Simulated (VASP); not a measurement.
Here is the system:

```cif
data_CoTi
_chemical_formula_sum 'Ti1 Co1'
_space_group_name_H-M_alt 'P 1'
_space_group_IT_number 1
_cell_length_a 2.95262
_cell_length_b 2.95262
_cell_length_c 2.95262
_cell_angle_alpha 90.000
_cell_angle_beta 90.000
_cell_angle_gamma 90.000
loop_
_space_group_symop_operation_xyz
  'x, y, z'
loop_
_atom_site_label
_atom_site_type_symbol
_atom_site_fract_x
_atom_site_fract_y
_atom_site_fract_z
_atom_site_occupancy
Ti1 Ti 0.00000 0.00000 0.00000 1
Co1 Co 0.50000 0.50000 0.50000 1
```

Computed with r2SCAN meta-GGA, VASP's PBE PAW potentials (set 64) (plane waves; VASP). Numerical set-up: 520 eV cut-off, 12×12×12 Γ-centred mesh, first-order Methfessel-Paxton smearing of 0.10 eV, potentials Ti_sv Co.

**Question.** Give the energy at these volumes per atom, relative to the lowest: 12.10, 12.49, 12.88, 13.26, 13.65 Å³.

**Answer.** 30.1, 7.0, 0.0, 6.8, 25.4 meV/atom. A third-order Birch-Murnaghan fit gives B0 = 191 GPa and B0′ = 4.1.

Measured: bulk modulus 154 GPa (computed value off by +23.8 %), a 2.995 Å (computed value off by -1.4 %), as given by Yamada et al., (2019), arXiv:1910.09660. The calculation is for a static lattice, while the measured bulk modulus, a hold thermal and zero-point effects, which are part of the difference.

The compound is TiCo in the CsCl type structure. It was relaxed first. The run is not spin-polarised, so no magnetic state was tried.
